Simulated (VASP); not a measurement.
# A VASP study of AgCl (Chlorargyrite) (SCAN): structure first, properties next, part 3 of 5

What structure does AgCl (Chlorargyrite) take at this level, and what are its properties? The start is a cell from a database of measured crystal structures.

VASP 6.6.1; SCAN; plane waves and PAW (Ag, Cl).

So far, gap on the k-mesh (eV): step 2 (relaxing cell and atoms (SCAN)) 1.41.

The database entry behind the starting cell differs from later determinations by our own check (an axis about 1.4 % short against later determinations), so it need not match the best structure at ambient conditions.

## (6) Density of states (SCAN)

Here the states are counted by energy and projected on the atoms. The mesh is finer than in the run before.

INCAR reads:

```
SYSTEM = AgCl
PREC = Accurate
ENCUT = 400
EDIFF = 1E-06
NELM = 100
ISMEAR = -5
SIGMA = 0.05
LREAL = .FALSE.
ALGO = Normal
METAGGA = SCAN
LASPH = .TRUE.
NBANDS = 21
LORBIT = 11
LWAVE = .FALSE.
LCHARG = .FALSE.
KPAR = 2
NEDOS = 2001
```

POSCAR reads:

```
AgCl
1.0
    0.0000000000      2.7578173435      2.7578173435
    2.7578173435      0.0000000000      2.7578173435
    2.7578173435      2.7578173435      0.0000000000
Ag Cl
1 1
Direct
    0.0000000000      0.0000000000      0.0000000000
    0.5000000000      0.5000000000      0.5000000000
```

KPOINTS reads:

```
Automatic mesh
0
Gamma
10 10 10
0 0 0
```

PAW data sets: Ag and Cl (PBE family, release 64).

Run with:

```
> mpirun -np 2 vasp_std
```

What it wrote:

```text
[... set-up lines as in an earlier step ...]
 entering main loop
       N       E                     dE             d eps       ncg     rms          rms(c)
DAV:   1     0.523365295108E+02    0.52337E+02   -0.71493E+03  2022   0.632E+02
DAV:   2    -0.422786447911E+02   -0.94615E+02   -0.86427E+02  2306   0.174E+02
DAV:   3    -0.457668420814E+02   -0.34882E+01   -0.34680E+01  2353   0.345E+01
DAV:   4    -0.457880414015E+02   -0.21199E-01   -0.21197E-01  2235   0.293E+00
DAV:   5    -0.457882952181E+02   -0.25382E-03   -0.25382E-03  2403   0.314E-01    0.719E+00
DAV:   6    -0.405182646491E+02    0.52700E+01   -0.36828E+00  2029   0.179E+01    0.632E+00
DAV:   7    -0.404468655443E+02    0.71399E-01   -0.19495E-01  2189   0.354E+00    0.395E+00
DAV:   8    -0.404308107130E+02    0.16055E-01   -0.10888E-01  2234   0.344E+00    0.800E-01
DAV:   9    -0.404310670226E+02   -0.25631E-03   -0.47092E-03  2303   0.567E-01    0.431E-01
DAV:  10    -0.404293824679E+02    0.16846E-02   -0.11822E-03  2249   0.354E-01    0.186E-01
DAV:  11    -0.404283570061E+02    0.10255E-02   -0.10391E-03  2224   0.269E-01    0.831E-02
DAV:  12    -0.404284542533E+02   -0.97247E-04   -0.41921E-05  2244   0.599E-02    0.499E-02
DAV:  13    -0.404285700803E+02   -0.11583E-03   -0.42312E-05  2362   0.730E-02    0.654E-03
DAV:  14    -0.404285777367E+02   -0.76564E-05   -0.10428E-06  1776   0.948E-03    0.508E-03
DAV:  15    -0.404285759899E+02    0.17468E-05   -0.18022E-07  1232   0.382E-03    0.180E-03
DAV:  16    -0.404285785336E+02   -0.25437E-05   -0.48730E-08  1122   0.140E-03    0.771E-04
DAV:  17    -0.404285790526E+02   -0.51901E-06   -0.10375E-08  1092   0.100E-03
   1 F= -.40428579E+02 E0= -.40428579E+02  d E =0.000000E+00
```

It took 40 s on 2 MPI ranks of Intel Xeon 6975P-C (Granite Rapids), shared host; peak memory 0.32 GiB.

Parts of OUTCAR (step 6):

```text
   k-points           NKPTS =     47   k-points in BZ     NKDIM =     47   number of bands    NBANDS=     21

   NELECT =      18.0000    total number of electrons

 E-fermi :   3.7420

 k-point     1 :       0.0000    0.0000    0.0000
  band No.  band energies     occupation
    ...
      5       1.2208      2.00000
      6       1.2208      2.00000
      7       1.2211      2.00000
      8       1.2654      2.00000
      9       1.2654      2.00000
     10       5.0547      0.00000
     11      15.0980      0.00000
     12      15.0980      0.00000
     13      15.0980      0.00000
     14      16.4565      0.00000
    ...

  Total       -0.0035844     -0.0035844     -0.0035844      0.0000000      0.0000000      0.0000000
  in kB       -0.1368984     -0.1368984     -0.1368984      0.0000000      0.0000000      0.0000000
  external PRESSURE =      -0.1368984 kB  Pullay stress =       0.0000000 kB

 POSITION                                       TOTAL-FORCE (eV/Angst)
 -----------------------------------------------------------------------------------
      0.00000      0.00000      0.00000         0.000000      0.000000      0.000000
      2.75782      2.75782      2.75782        -0.000000     -0.000000     -0.000000
 -----------------------------------------------------------------------------------
    total drift:                                0.000000      0.000000      0.000000

  FREE ENERGIE OF THE ION-ELECTRON SYSTEM (eV)
  ---------------------------------------------------
  free  energy   TOTEN  =       -40.4285790526 eV

  energy  without entropy=      -40.4285790526  energy(sigma->0) =      -40.42857905

[... 7 parts as in an earlier step ...]

[... 9 further parts left out ...]
```

This step gave:

| Item | Value |
| --- | --- |
| irreducible k-points | 47 |
| Fermi energy | 3.742 eV |
| pressure | -0.01369 GPa |
| valence top at k | 0.5, 0, 0 |
| least direct gap at k | 0.1, 0, 0 |
| gap on the k-mesh | 1.334 eV |
| least direct gap on the k-mesh | 3.621 eV |

The density of states has structure finer than the step of the table below, so its rows give means over 1 eV, whole bins alone (the curve runs from -12.0 to 9.25 eV). Peaks (eV: height): total -4.3: 9.45, -2.2: 13.8, -1.9: 15.7, 8.5: 5.21; Ag d -4.3: 3.03, -2.2: 12.8, -1.9: 12.9; Cl p -4.9: 1.45, -4.3: 3.61, -1.9: 1.40, 8.6: 0.655; Ag s -4.9: 0.218, -1.9: 0.197, 4.7: 0.435, 6.5: 0.170; Ag p -4.3: 0.123, 8.5: 0.771.

States under -12.0 eV and over 9.3 eV are left out. Density of states against energy, zero at the valence-band top; means over each step; values in states/eV/cell:

```
energy (eV)    total     Ag d     Cl p     Ag s     Ag p
         -7        0        0        0        0        0
         -6  0.00159   1.6e-4   6.1e-4   1.7e-4   2.7e-6
         -5     1.76    0.229    0.723    0.112   0.0278
         -4     3.81     1.14     1.51   0.0217   0.0586
         -3    0.718    0.384    0.182  0.00149  0.00669
         -2     6.78     5.82    0.381   0.0372   0.0142
         -1     2.14     1.35    0.485   0.0239   0.0197
          0    0.758    0.428    0.240  0.00149  0.00400
          1   3.6e-4        0   1.8e-5   1.3e-4        0
          2   0.0417   2.2e-4  0.00436   0.0146   5.8e-4
          3    0.214  0.00229   0.0240   0.0884  0.00437
          4    0.746   0.0124    0.104    0.303   0.0236
          5    0.977   0.0148    0.135    0.319   0.0655
          6    0.288  0.00401   0.0373   0.0622   0.0331
          7    0.894   0.0190   0.0934    0.102    0.134
          8     1.38   0.0778    0.145   0.0315    0.184
```

The gap on this mesh is 1.33 eV. In the top eV of the valence band the largest shares in the PAW spheres are Ag d 58 % and Cl p 29 %. The rest lies in smaller channels or between the spheres.

## (7) Volume scan with SCAN, volume scale 0.94

An equation of state needs energies on both sides of the minimum, all on one mesh and cutoff.

INCAR reads:

```
SYSTEM = AgCl
PREC = Accurate
ENCUT = 400
EDIFF = 1E-06
NELM = 100
ISMEAR = 0
SIGMA = 0.05
LREAL = .FALSE.
ALGO = Normal
METAGGA = SCAN
LASPH = .TRUE.
NBANDS = 15
LORBIT = 11
LWAVE = .FALSE.
LCHARG = .FALSE.
KPAR = 2
ISIF = 2
```

POSCAR reads:

```
AgCl
1.0
    0.0000000000      2.7015195601      2.7015195601
    2.7015195601      0.0000000000      2.7015195601
    2.7015195601      2.7015195601      0.0000000000
Ag Cl
1 1
Direct
    0.0000000000      0.0000000000      0.0000000000
    0.5000000000      0.5000000000      0.5000000000
```

KPOINTS reads:

```
Automatic mesh
0
Gamma
7 7 7
0 0 0
```

Run with:

```
> mpirun -np 2 vasp_std
```

What it wrote:

```text
[... set-up lines as in an earlier step ...]
 entering main loop
       N       E                     dE             d eps       ncg     rms          rms(c)
DAV:   1     0.442406483640E+02    0.44241E+02   -0.77332E+03   648   0.891E+02
DAV:   2    -0.428191633121E+02   -0.87060E+02   -0.80379E+02   754   0.209E+02
DAV:   3    -0.457219442407E+02   -0.29028E+01   -0.28980E+01   754   0.411E+01
DAV:   4    -0.457403549334E+02   -0.18411E-01   -0.18409E-01   754   0.360E+00
DAV:   5    -0.457405865194E+02   -0.23159E-03   -0.23158E-03   761   0.398E-01    0.843E+00
DAV:   6    -0.404846091338E+02    0.52560E+01   -0.52557E+00   600   0.253E+01    0.698E+00
DAV:   7    -0.404116222468E+02    0.72987E-01   -0.23796E-01   649   0.536E+00    0.426E+00
DAV:   8    -0.403958864265E+02    0.15736E-01   -0.14606E-01   670   0.481E+00    0.915E-01
DAV:   9    -0.403952793419E+02    0.60708E-03   -0.52074E-03   754   0.767E-01    0.450E-01
DAV:  10    -0.403936166927E+02    0.16626E-02   -0.19699E-03   684   0.546E-01    0.181E-01
DAV:  11    -0.403928395870E+02    0.77711E-03   -0.11155E-03   719   0.326E-01    0.451E-02
DAV:  12    -0.403928918895E+02   -0.52303E-04   -0.21442E-05   789   0.507E-02    0.275E-02
DAV:  13    -0.403929603575E+02   -0.68468E-04   -0.35900E-05   733   0.821E-02    0.109E-02
DAV:  14    -0.403929475565E+02    0.12801E-04   -0.27589E-06   677   0.257E-02    0.252E-03
DAV:  15    -0.403929465537E+02    0.10028E-05   -0.24854E-07   398   0.539E-03    0.830E-04
DAV:  16    -0.403929484623E+02   -0.19086E-05   -0.42104E-08   356   0.170E-03    0.583E-04
DAV:  17    -0.403929476827E+02    0.77963E-06   -0.13179E-08   384   0.143E-03
   1 F= -.40392948E+02 E0= -.40392948E+02  d E =-.173435E-10
```

Elapsed: 17 s, on 2 MPI ranks; peak memory 0.29 GiB; 30 s of CPU time.

OUTCAR, selected parts (step 7):

```text
   ENCUT  =  400.0 eV  29.40 Ry    5.42 a.u.   6.23  6.23  6.23*2*pi/ulx,y,z

   NELECT =      18.0000    total number of electrons

 E-fermi :   4.6814

 k-point     1 :       0.0000    0.0000    0.0000
  band No.  band energies     occupation
    ...
      5       1.7824      2.00000
      6       1.7824      2.00000
      7       1.7827      2.00000
      8       1.8172      2.00000
      9       1.8172      2.00000
     10       5.9099      0.00000
     11      15.9164      0.00000
     12      15.9164      0.00000
     13      15.9164      0.00000
     14      17.2378      0.00000
    ...

  Total        0.9841714      0.9841714      0.9841714      0.0000000      0.0000000      0.0000000
  in kB       39.9877495     39.9877495     39.9877495      0.0000000      0.0000000      0.0000000
  external PRESSURE =      39.9877495 kB  Pullay stress =       0.0000000 kB

 POSITION                                       TOTAL-FORCE (eV/Angst)
 -----------------------------------------------------------------------------------
      0.00000      0.00000      0.00000        -0.000000      0.000000     -0.000000
      2.70152      2.70152      2.70152         0.000000     -0.000000      0.000000
 -----------------------------------------------------------------------------------
    total drift:                                0.000000      0.000000      0.000000

  FREE ENERGIE OF THE ION-ELECTRON SYSTEM (eV)
  ---------------------------------------------------
  free  energy   TOTEN  =       -40.3929476827 eV

  energy  without entropy=      -40.3929476827  energy(sigma->0) =      -40.39294768

[... 4 parts as in an earlier step ...]

[... 12 further parts left out ...]
```

The scan keeps the cell's shape and the fractional positions fixed.

Numbers from this step:

```yaml
bands: 15
irreducible_k_points: 20
free_energy_toten: -40.39 eV
fermi_energy: 4.681 eV
pressure: 3.999 GPa
valence_top_at_k: 0.4286, 0, 0
least_direct_gap_at_k: 0.1429, 0, 0
gap_on_the_k_mesh: 1.442 eV
least_direct_gap_on_the_k_mesh: 3.983 eV
```

The pressure here is 4.00 GPa.

## (8) Volume scan with SCAN, volume scale 0.96

INCAR is that of step 7.

POSCAR reads:

```
AgCl
1.0
    0.0000000000      2.7205449725      2.7205449725
    2.7205449725      0.0000000000      2.7205449725
    2.7205449725      2.7205449725      0.0000000000
Ag Cl
1 1
Direct
    0.0000000000      0.0000000000      0.0000000000
    0.5000000000      0.5000000000      0.5000000000
```

KPOINTS is that of step 7.

Run with:

```
> mpirun -np 2 vasp_std
```

What it wrote:

```text
[... set-up lines as in an earlier step ...]
 entering main loop
       N       E                     dE             d eps       ncg     rms          rms(c)
DAV:   1     0.426745055705E+02    0.42675E+02   -0.75496E+03   648   0.878E+02
DAV:   2    -0.428200033389E+02   -0.85495E+02   -0.79027E+02   740   0.207E+02
DAV:   3    -0.457457288167E+02   -0.29257E+01   -0.29199E+01   754   0.407E+01
DAV:   4    -0.457647402375E+02   -0.19011E-01   -0.19010E-01   775   0.362E+00
DAV:   5    -0.457649883513E+02   -0.24811E-03   -0.24811E-03   754   0.398E-01    0.798E+00
DAV:   6    -0.405025818587E+02    0.52624E+01   -0.52842E+00   600   0.252E+01    0.677E+00
DAV:   7    -0.404302894741E+02    0.72292E-01   -0.23538E-01   656   0.530E+00    0.415E+00
DAV:   8    -0.404145283583E+02    0.15761E-01   -0.14749E-01   684   0.483E+00    0.897E-01
DAV:   9    -0.404144183794E+02    0.10998E-03   -0.57940E-03   747   0.763E-01    0.454E-01
DAV:  10    -0.404126532264E+02    0.17652E-02   -0.20277E-03   684   0.555E-01    0.183E-01
DAV:  11    -0.404117979091E+02    0.85532E-03   -0.12419E-03   712   0.346E-01    0.520E-02
DAV:  12    -0.404118548216E+02   -0.56912E-04   -0.26761E-05   789   0.583E-02    0.329E-02
DAV:  13    -0.404119408289E+02   -0.86007E-04   -0.50842E-05   761   0.978E-02    0.133E-02
DAV:  14    -0.404119252807E+02    0.15548E-04   -0.38936E-06   705   0.310E-02    0.311E-03
DAV:  15    -0.404119248271E+02    0.45364E-06   -0.35289E-07   419   0.626E-03
   1 F= -.40411925E+02 E0= -.40411925E+02  d E =-.610026E-15
```

Run time: 14 s. Hardware: 2 MPI ranks; peak memory 0.3 GiB; 26 s of CPU time.

From OUTCAR (step 8):

```text
   ENCUT  =  400.0 eV  29.40 Ry    5.42 a.u.   6.27  6.27  6.27*2*pi/ulx,y,z

   NELECT =      18.0000    total number of electrons

 E-fermi :   4.4476

 k-point     1 :       0.0000    0.0000    0.0000
  band No.  band energies     occupation
    ...
      5       1.5896      2.00000
      6       1.5896      2.00000
      7       1.5899      2.00000
      8       1.6271      2.00000
      9       1.6271      2.00000
     10       5.6102      0.00000
     11      15.6323      0.00000
     12      15.6323      0.00000
     13      15.6323      0.00000
     14      16.9684      0.00000
    ...

  Total        0.6246477      0.6246477      0.6246477      0.0000000      0.0000000      0.0000000
  in kB       24.8512381     24.8512381     24.8512381      0.0000000      0.0000000      0.0000000
  external PRESSURE =      24.8512381 kB  Pullay stress =       0.0000000 kB

 POSITION                                       TOTAL-FORCE (eV/Angst)
 -----------------------------------------------------------------------------------
      0.00000      0.00000      0.00000        -0.000000     -0.000000     -0.000000
      2.72054      2.72054      2.72054         0.000000      0.000000      0.000000
 -----------------------------------------------------------------------------------
    total drift:                                0.000000      0.000000      0.000000

  FREE ENERGIE OF THE ION-ELECTRON SYSTEM (eV)
  ---------------------------------------------------
  free  energy   TOTEN  =       -40.4119248271 eV

  energy  without entropy=      -40.4119248271  energy(sigma->0) =      -40.41192483

[... 4 parts as in an earlier step ...]

[... 12 further parts left out ...]
```

This step gave:

```yaml
scf_cycles: 15
free_energy_toten: -40.41 eV
fermi_energy: 4.448 eV
pressure: 2.485 GPa
gap_on_the_k_mesh: 1.429 eV
least_direct_gap_on_the_k_mesh: 3.896 eV
```

The pressure falls from 4.00 to 2.49 GPa.

The run ends at a pressure of 2.49 GPa.

## (9) Volume scan with SCAN, volume scale 0.98

INCAR is that of step 8.

POSCAR reads:

```
AgCl
1.0
    0.0000000000      2.7393079446      2.7393079446
    2.7393079446      0.0000000000      2.7393079446
    2.7393079446      2.7393079446      0.0000000000
Ag Cl
1 1
Direct
    0.0000000000      0.0000000000      0.0000000000
    0.5000000000      0.5000000000      0.5000000000
```

KPOINTS is that of step 8.

Run with:

```
> mpirun -np 2 vasp_std
```

What it wrote:

```text
[... set-up lines as in an earlier step ...]
 entering main loop
       N       E                     dE             d eps       ncg     rms          rms(c)
DAV:   1     0.451947594608E+02    0.45195E+02   -0.76077E+03   632   0.885E+02
DAV:   2    -0.428803591991E+02   -0.88075E+02   -0.82360E+02   733   0.208E+02
DAV:   3    -0.457613559330E+02   -0.28810E+01   -0.28747E+01   754   0.408E+01
DAV:   4    -0.457805532017E+02   -0.19197E-01   -0.19196E-01   740   0.364E+00
[...]
DAV:  13    -0.404235206738E+02   -0.10960E-03   -0.73143E-05   705   0.117E-01    0.165E-02
DAV:  14    -0.404234975712E+02    0.23103E-04   -0.61048E-06   684   0.387E-02    0.366E-03
DAV:  15    -0.404234971134E+02    0.45781E-06   -0.46810E-07   419   0.722E-03
   1 F= -.40423497E+02 E0= -.40423497E+02  d E =-.190105E-19
```

Run time: 14 s. Hardware: 2 MPI ranks; peak memory 0.29 GiB; 26 s of CPU time.

Parts of OUTCAR (step 9):

```text
  Total        0.2862686      0.2862686      0.2862686      0.0000000      0.0000000     -0.0000000
  in kB       11.1565948     11.1565948     11.1565948      0.0000000      0.0000000     -0.0000000
  external PRESSURE =      11.1565948 kB  Pullay stress =       0.0000000 kB

 POSITION                                       TOTAL-FORCE (eV/Angst)
 -----------------------------------------------------------------------------------
      0.00000      0.00000      0.00000        -0.000000      0.000000     -0.000000
      2.73931      2.73931      2.73931         0.000000     -0.000000      0.000000
 -----------------------------------------------------------------------------------
    total drift:                                0.000000      0.000000      0.000000

  FREE ENERGIE OF THE ION-ELECTRON SYSTEM (eV)
  ---------------------------------------------------
  free  energy   TOTEN  =       -40.4234971134 eV

  energy  without entropy=      -40.4234971134  energy(sigma->0) =      -40.42349711

[... 1 part as in an earlier step ...]

[... 2 further parts left out ...]
[key lines of the parts left out:]
E-fermi :   4.2178
```

The pressure falls from 2.49 to 1.12 GPa.

The run ends at a pressure of 1.12 GPa.

## (10) Volume scan with SCAN, volume scale 1

INCAR is that of step 9.

POSCAR reads:

```
AgCl
1.0
    0.0000000000      2.7578173435      2.7578173435
    2.7578173435      0.0000000000      2.7578173435
    2.7578173435      2.7578173435      0.0000000000
Ag Cl
1 1
Direct
    0.0000000000      0.0000000000      0.0000000000
    0.5000000000      0.5000000000      0.5000000000
```

KPOINTS is that of step 9.

Run with:

```
> mpirun -np 2 vasp_std
```

What it wrote:

```text
[... set-up lines as in an earlier step ...]
 entering main loop
       N       E                     dE             d eps       ncg     rms          rms(c)
[... 15 cycles as in an earlier step ...]
   1 F= -.40428575E+02 E0= -.40428575E+02  d E =-.255557E-13
```

Elapsed: 14 s, on 2 MPI ranks; peak memory 0.29 GiB; 26 s of CPU time.

Parts of OUTCAR (step 10):

```text
[... 6 parts as in an earlier step ...]

[... 1 further part left out ...]
[key lines of the parts left out:]
E-fermi :   3.8910
```

The pressure falls from 1.12 to -0.01 GPa.

The run ends at a pressure of -0.01 GPa.

## (11) Volume scan with SCAN, volume scale 1.02

INCAR is that of step 10.

POSCAR reads:

```
AgCl
1.0
    0.0000000000      2.7760815668      2.7760815668
    2.7760815668      0.0000000000      2.7760815668
    2.7760815668      2.7760815668      0.0000000000
Ag Cl
1 1
Direct
    0.0000000000      0.0000000000      0.0000000000
    0.5000000000      0.5000000000      0.5000000000
```

KPOINTS is that of step 10.

Run with:

```
> mpirun -np 2 vasp_std
```

What it wrote:

```text
[... set-up lines as in an earlier step ...]
 entering main loop
       N       E                     dE             d eps       ncg     rms          rms(c)
DAV:   1     0.493802759988E+02    0.49380E+02   -0.75087E+03   624   0.884E+02
DAV:   2    -0.426185771678E+02   -0.91999E+02   -0.85047E+02   754   0.212E+02
DAV:   3    -0.457659607102E+02   -0.31474E+01   -0.31406E+01   712   0.426E+01
DAV:   4    -0.457879562189E+02   -0.21996E-01   -0.21994E-01   789   0.386E+00
[...]
DAV:  13    -0.404279550785E+02   -0.13875E-03   -0.10668E-04   712   0.140E-01    0.192E-02
DAV:  14    -0.404279252725E+02    0.29806E-04   -0.86530E-06   719   0.462E-02    0.419E-03
DAV:  15    -0.404279258826E+02   -0.61004E-06   -0.61799E-07   454   0.812E-03
   1 F= -.40427926E+02 E0= -.40427926E+02  d E =-.431536E-18
```

Elapsed: 14 s, on 2 MPI ranks; peak memory 0.3 GiB.

OUTCAR, selected parts (step 11):

```text
  Total       -0.2767659     -0.2767659     -0.2767659      0.0000000      0.0000000      0.0000000
  in kB      -10.3632636    -10.3632636    -10.3632636      0.0000000      0.0000000      0.0000000
  external PRESSURE =     -10.3632636 kB  Pullay stress =       0.0000000 kB

 POSITION                                       TOTAL-FORCE (eV/Angst)
 -----------------------------------------------------------------------------------
      0.00000      0.00000      0.00000         0.000000      0.000000      0.000000
      2.77608      2.77608      2.77608        -0.000000     -0.000000     -0.000000
 -----------------------------------------------------------------------------------
    total drift:                                0.000000      0.000000      0.000000

  FREE ENERGIE OF THE ION-ELECTRON SYSTEM (eV)
  ---------------------------------------------------
  free  energy   TOTEN  =       -40.4279258826 eV

  energy  without entropy=      -40.4279258826  energy(sigma->0) =      -40.42792588

[... 1 part as in an earlier step ...]

[... 2 further parts left out ...]
[key lines of the parts left out:]
E-fermi :   3.6878
```

The pressure falls from -0.01 to -1.04 GPa.

The run ends at a pressure of -1.04 GPa.

(Continued in part 4 of 5.)

[Lines on the potential files, build, host, timing and source positions are cut from VASP's logs without a mark.]

[Logs are printed without paths, hosts, clocks, repeated set-up lines and the standing remarks that a program may print on its own settings, such as how far it seeks lower states.]

[Hosts, paths, dates, database ids (printed as entryN), source tags and the programs' standing remarks are cut or masked in the printed files.]

[A measured line is paired with the nearest computed mode of its activity, which favours agreement.]
